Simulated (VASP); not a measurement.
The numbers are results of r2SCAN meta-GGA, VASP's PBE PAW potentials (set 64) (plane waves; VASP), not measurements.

VASP input:

File KPOINTS:
```
Regular mesh
0
gamma
  10 10 10
```

### POSCAR
```
LaP
1
    3.6473872127     0.0000000000     0.0000000000
    0.0000000000     3.6473872127     0.0000000000
    0.0000000000     0.0000000000     3.6473872127
La P
1 1
Direct
  0.0000000000   0.0000000000   0.0000000000
  0.5000000000   0.5000000000   0.5000000000
```

**INCAR**
```
ALGO  =  Normal
EDIFF  =  1E-7
EDIFFG  =  -0.01
ENCUT  =  480
IBRION  =  2
ISIF  =  3
ISMEAR  =  1
LASPH  =  T
LCHARG  =  F
LMAXMIX  =  6
LMIXTAU  =  T
LREAL  =  F
LWAVE  =  F
METAGGA  =  R2SCAN
NELM  =  100
NSW  =  40
PREC  =  Accurate
PSTRESS  =  100
SIGMA  =  0.1
SYSTEM  =  LaP
```

POTCAR, in this order: La P (PBE.64 set). Program: vasp_std.

Energy and stress use the plane-wave basis of the starting cell.

Task: Estimate the energy per atom (σ→0), volume per atom, band gap (on the k-mesh).

Result: 
| Property | Value |
|---|---|
| energy per atom (σ→0) | -20.698 eV/atom |
| band gap (on the k-mesh) | none (metal, semimetal or under 0.01 eV) |
| volume per atom | 21.84 Å³/atom |

OSZICAR:
```
...
DAV:   5    -0.413959307770E+02   -0.83734E-06   -0.21187E-05  2328   0.416E-02    0.104E-02
DAV:   6    -0.413959318887E+02   -0.11117E-05   -0.53408E-06  2388   0.204E-02    0.884E-03
DAV:   7    -0.413959341959E+02   -0.23071E-05   -0.18429E-06  2284   0.164E-02    0.217E-03
DAV:   8    -0.413959348692E+02   -0.67334E-06   -0.66829E-07  2308   0.105E-02    0.939E-04
DAV:   9    -0.413959347594E+02    0.10978E-06   -0.15057E-07  1140   0.436E-03    0.883E-04
DAV:  10    -0.413959349509E+02   -0.19147E-06   -0.40999E-08   992   0.456E-03    0.434E-04
DAV:  11    -0.413959349944E+02   -0.43495E-07   -0.11677E-08   956   0.232E-03
   4 F= -.38670117E+02 E0= -.38670060E+02  d E =-.164948E+00
```

The structure was generated: LaP was put into the CsCl type (Pm-3m), which need not be its known phase. This run relaxes it under an external pressure of 10 GPa. Symmetry was kept, so distortions that lower it aren't found.
